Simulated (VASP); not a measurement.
VASP input:

KPOINTS:
```
Automatic mesh
0
Gamma
8 8 8
0 0 0
```

**POSCAR**
```
KCl
1.0
  0.0000000000   3.1910210739   3.1910210739
  3.1910210739   0.0000000000   3.1910210739
  3.1910210739   3.1910210739   0.0000000000
K Cl
1 1
direct
  0.0000000000   0.0000000000   0.0000000000
  0.5000000000   0.5000000000   0.5000000000
```

INCAR:
```
# general
SYSTEM = KCl
PREC   = Accurate
ENCUT  = 520   # plane-wave cut-off (eV)
LREAL  = .FALSE.   # projection in real space or not
LASPH  = .TRUE.

# electronic loop
EDIFF  = 1E-7
NELM   = 100   # most electronic steps
ALGO   = Normal   # blocked Davidson

# smearing
ISMEAR = -5

# functional
GGA    = PE

# ions
ISIF   = 2   # forces and stress, cell fixed

# output
LWAVE  = .FALSE.
LCHARG = .TRUE.
LORBIT = 11   # lm-projected
NEDOS  = 601
```

POTCAR, in this order: K_sv Cl (PBE.64 set). Program: vasp_std.

**Question.** Write an equivalent input for Ansatz.

**Answer.** One equivalent input (not run):
Ansatz 0.2 input:
```yaml
crystal:
  lattice:
    - [0.0000000, 3.1910211, 3.1910211]
    - [3.1910211, 0.0000000, 3.1910211]
    - [3.1910211, 3.1910211, 0.0000000]
  atoms:
    - { symbol: K, position: [0.0000000, 0.0000000, 0.0000000] }
    - { symbol: Cl, position: [0.5000000, 0.5000000, 0.5000000] }
kpoints:
  mp_grid: { grid: [8, 8, 8] }
hamiltonian:
  xc: pbe
  pseudopotentials: { kind: paw }
scf:
  occupations: { method: tetrahedron }
  max_iter: 100
output: { forces: true, stress: true, eigenvalues: true }
```
What does not carry over: each code has its own PAW files, so the cut-off isn't converted (ENCUT is set for VASP's; basis.ecutwfc is left out, and Ansatz then takes the one that its files recommend); Ansatz stops its SCF on the density residual and VASP on the energy change (EDIFF).

The compound is KCl in the rock salt structure. It was relaxed first.
